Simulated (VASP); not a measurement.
Output of a VASP run:

File OSZICAR:
```
       N       E                     dE             d eps       ncg     rms          rms(c)
DAV:   1     0.230265234752E+03    0.23027E+03   -0.13938E+04   116   0.130E+03
DAV:   2    -0.191009972640E+02   -0.24937E+03   -0.24215E+03   108   0.328E+02
DAV:   3    -0.330567290276E+02   -0.13956E+02   -0.13108E+02   117   0.905E+01
DAV:   4    -0.335342500214E+02   -0.47752E+00   -0.46283E+00   117   0.154E+01
DAV:   5    -0.335514152100E+02   -0.17165E-01   -0.17117E-01   125   0.256E+00    0.327E+01
DAV:   6    -0.412093747925E+02   -0.76580E+01   -0.88659E+01   116   0.152E+02    0.406E+01
DAV:   7    -0.307364688685E+02    0.10473E+02   -0.22250E+01   130   0.662E+01    0.136E+01
DAV:   8    -0.304485714587E+02    0.28790E+00   -0.45908E+00   154   0.244E+01    0.928E+00
DAV:   9    -0.304917150082E+02   -0.43144E-01   -0.49826E-01   165   0.110E+01    0.439E+00
DAV:  10    -0.304998812465E+02   -0.81662E-02   -0.81649E-01   130   0.179E+01    0.489E+00
DAV:  11    -0.303991370306E+02    0.10074E+00   -0.31417E-01   122   0.907E+00    0.103E+00
DAV:  12    -0.304026188862E+02   -0.34819E-02   -0.41734E-02   157   0.159E+00    0.398E-01
DAV:  13    -0.304024212487E+02    0.19764E-03   -0.31514E-03   149   0.604E-01    0.151E-01
DAV:  14    -0.304024141290E+02    0.71198E-05   -0.45608E-04   162   0.178E-01    0.830E-02
DAV:  15    -0.304024055471E+02    0.85819E-05   -0.79774E-05   138   0.770E-02    0.366E-02
DAV:  16    -0.304024056048E+02   -0.57756E-07   -0.62799E-06   108   0.248E-02
   1 F= -.30402406E+02 E0= -.30402225E+02  d E =-.360887E-03  mag=     3.0000
```

### OUTCAR
```
------------------------ aborting loop because EDIFF is reached ----------------------------------------
  FORCE on cell =-STRESS in cart. coord.  units (eV):
  Direction    XX          YY          ZZ          XY          YZ          ZX
  --------------------------------------------------------------------------------------
  Total        2.5695566      2.5695566    -14.9665013      0.0000000      0.0000000      0.0000000
  in kB       83.9568246     83.9568246   -489.0104139      0.0000000      0.0000000      0.0000000
  external PRESSURE =    -107.0322549 kB  Pullay stress =       0.0000000 kB
  volume of cell :       49.04
      direct lattice vectors                 reciprocal lattice vectors
    -1.813500000  1.813500000  3.727500000     0.000000000  0.275709953  0.134138162
     1.813500000 -1.813500000  3.727500000     0.275709953  0.000000000  0.134138162
     1.813500000  1.813500000 -3.727500000     0.275709953  0.275709953  0.000000000
 POSITION                                       TOTAL-FORCE (eV/Angst)
 -----------------------------------------------------------------------------------
     -0.00000      1.81350      1.86375        -0.000000      0.000000     -0.000000
      1.81350     -0.00000      1.86375         0.000000     -0.000000      0.000000
      0.00000      0.00000      3.72750         0.000000      0.000000      0.000000
      0.00000      0.00000      0.00000         0.000000      0.000000      0.000000
 -----------------------------------------------------------------------------------
    total drift:                                0.000000      0.000000      0.000000
  FREE ENERGIE OF THE ION-ELECTRON SYSTEM (eV)
  ---------------------------------------------------
  free  energy   TOTEN  =       -30.4024056048 eV

  energy  without entropy=      -30.4020447177  energy(sigma->0) =      -30.40222516

 total charge

# of ion       s       p       d       tot
------------------------------------------
    1        0.405   0.448   8.617   9.470
    2        0.405   0.448   8.617   9.470
    3        0.444   0.254   8.552   9.249
    4        0.308   6.012   2.913   9.234
--------------------------------------------------
tot          1.562   7.162  28.699  37.423

 magnetization (x)

# of ion       s       p       d       tot
------------------------------------------
    1        0.002   0.150   0.241   0.393
    2        0.002   0.150   0.241   0.393
    3       -0.007  -0.008   0.932   0.917
    4        0.005   0.001   0.977   0.984
--------------------------------------------------
tot          0.002   0.293   2.391   2.686
```
(Selected blocks of OUTCAR.)

### POSCAR
```
TaNi3
1
   -1.8135000000     1.8135000000     3.7275000000
    1.8135000000    -1.8135000000     3.7275000000
    1.8135000000     1.8135000000    -3.7275000000
Ni Ta
3 1
Direct
  0.7500000000   0.2500000000   0.5000000000
  0.2500000000   0.7500000000   0.5000000000
  0.5000000000   0.5000000000   0.0000000000
  0.0000000000   0.0000000000   0.0000000000
```

Question: Write an INCAR and KPOINTS that could have produced this output.

Answer: This is not unique; one that fits is the input of the run itself, PBEsol GGA, plane waves, VASP's PBE PAW potentials (set 64).

### INCAR
```
SYSTEM = TaNi3
PREC = Accurate; ENCUT = 300; LREAL = F
LASPH = T
EDIFF = 1E-6; NELM = 100; ALGO = Normal
LMAXMIX = 6
ISMEAR = 0; SIGMA = 0.05
GGA = PS
MAGMOM = 3*2.0 0.0
ISPIN = 2
ISIF = 2
LWAVE = F; LCHARG = F; LORBIT = 11
```

KPOINTS:
```
Automatic mesh
0
Gamma
1 1 1
0 0 0
```

POTCAR, in this order: Ni Ta_pv (PBE.64 set). Program: vasp_std.

At this cut-off the stress carries a Pulay error, which pulls relaxed volumes low.

The structure comes from a measured TaNi3 entry of the Crystallography Open Database, whose conditions weren't checked. The cell was not relaxed at this level. The k-mesh is coarse (spacing up to 2.45 per Å, 2π included), so the numbers may not be converged in it. The run is one of a series of settings (KPOINTS 1×1×1 Γ-centred mesh against the base run), some of them coarse on purpose.
